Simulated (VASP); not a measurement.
The system is Mg.

```
Mg
1.0
     3.20930    0.00000    0.00000
    -1.60465    2.77934    0.00000
     0.00000    0.00000    5.21030
Mg
2
Direct
  0.33333 0.66667 0.25000
  0.66667 0.33333 0.75000
```

```yaml
Program: VASP 6.6.1
Task: relaxation of cell and atoms
Functional: r2SCAN
Dispersion: rVV10
Potentials_or_basis: VASP PAW PBE potentials, release 64 (Mg)
Cutoff: 600 eV
k_mesh: 15 × 15 × 8
Occupations: gaussian, width 0.1 eV
Spin: no spin polarisation
```

At the start: pressure -1.5 GPa; volume 23.24 Å³/atom.

Question: How do energy, volume and symmetry change on relaxing?

Answer: Over 7 steps the energy falls by 5.3 meV/atom and the volume is 22.29 Å³/atom (-4.1 %); space group P6_3/mmc (No. 194, to 0.05 Å).

Step by step:
```tsv
step	energy change (eV)	largest force (eV/Å)	pressure (GPa)	volume (Å³)
1	0.0000	0.0000	-1.54	46.47
2	-0.0097	0.0000	-0.34	44.99
3	-0.0103	0.0000	0.03	44.57
4	-0.0103	0.0000	0.07	44.53
5	-0.0105	0.0000	0.04	44.56
6	-0.0106	0.0000	0.01	44.59
7	-0.0106	0.0000	0.02	44.59
```

Final structure:
```yaml
crystal:
  lattice:
    - [3.18163, 0.00000, 0.00000]
    - [-1.59082, 2.75538, 0.00000]
    - [0.00000, 0.00000, 5.08595]
  atoms:
    - { symbol: Mg, position: [0.33333, 0.66667, 0.25000] }
    - { symbol: Mg, position: [0.66667, 0.33333, 0.75000] }
```

Caveat: the PAW data sets were made with another functional, which shifts forces and pressure a little.
